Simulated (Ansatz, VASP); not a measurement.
Two plane-wave programs on LiTl2B6

INCAR

```
PREC = Accurate
ENCUT = 520
EDIFF = 1E-6
ISMEAR = 0
SIGMA = 0.1
LREAL = False
LASPH = True
NELM = 100
ALGO = Normal
ISIF = 2
LWAVE = False
LCHARG = False
GGA = PE
NBANDS = 34
```

KPOINTS

```
Automatic mesh
0
Gamma
  4 4 4
```

File POSCAR:

```
LiTl2B6
1.0
    0.0000000000      3.9256926100      3.9256926100
    3.9256926100      0.0000000000      3.9256926100
    3.9256926100      3.9256926100      0.0000000000
Li Tl B
1 2 6
Direct
    0.0000000000      0.0000000000      0.0000000000
    0.7500000000      0.7500000000      0.7500000000
    0.2500000000      0.2500000000      0.2500000000
    0.7978621700      0.7978621700      0.2021378300
    0.2021378300      0.7978621700      0.2021378300
    0.7978621700      0.2021378300      0.2021378300
    0.2021378300      0.2021378300      0.7978621700
    0.7978621700      0.2021378300      0.7978621700
    0.2021378300      0.7978621700      0.7978621700
```

Input for Ansatz:

```yaml
crystal:
  lattice:
    - [0.0, 3.92569261, 3.92569261]
    - [3.92569261, 0.0, 3.92569261]
    - [3.92569261, 3.92569261, 0.0]
  atoms:
    - { symbol: Li, position: [0.0, 0.0, 0.0] }
    - { symbol: Tl, position: [0.75, 0.75, 0.75] }
    - { symbol: Tl, position: [0.25, 0.25, 0.25] }
    - { symbol: B, position: [0.79786217, 0.79786217, 0.20213783] }
    - { symbol: B, position: [0.20213783, 0.79786217, 0.20213783] }
    - { symbol: B, position: [0.79786217, 0.20213783, 0.20213783] }
    - { symbol: B, position: [0.20213783, 0.20213783, 0.79786217] }
    - { symbol: B, position: [0.79786217, 0.20213783, 0.79786217] }
    - { symbol: B, position: [0.20213783, 0.79786217, 0.79786217] }
basis:
  ecutwfc: 420
kpoints:
  mp_grid: { grid: [4, 4, 4] }
hamiltonian:
  xc: pbe
scf:
  occupations: { method: gaussian, width: 0.1 }
  lower_state_search: "off"
output:
  forces: true
  stress: true
  eigenvalues: true
```

Change from the starting cell: species swapped into the K2H6Pt type (Fm-3m, No. 225).

Alike in both runs: task single point; functional PBE; k mesh 4 × 4 × 4; occupations gaussian, width 0.1 eV; no spin polarisation.

|  | VASP | Ansatz |
| --- | --- | --- |
| version | VASP 6.6.1 | Ansatz 0.2.0 |
| potentials or method | VASP PAW PBE potentials, release 64 (Li_sv, Tl_d, B) | scalar-relativistic, plane waves, PAW |
| plane-wave cutoff (eV) | 520 | 420 |
| valence electrons in the cell | 47 | 47 |

```csv
,VASP,Ansatz,Ansatz less VASP
gap on the k mesh at the Fermi level (eV),none,none,-
rms of the force components (eV/Å),1.102,1.114,+0.0128
```

Atom by atom the forces differ by 0.013 eV/Å (rms over components). A gap of «none» marks a metal or a gap that the smearing closes. With one functional, cell and mesh, what is left measures potentials, basis and numerics.

Caveats: forces of over 1 eV/Å show positions far from the minimum, so gaps and moduli don't describe the material at rest. Spin-orbit coupling is left out, which matters for the levels of Tl.
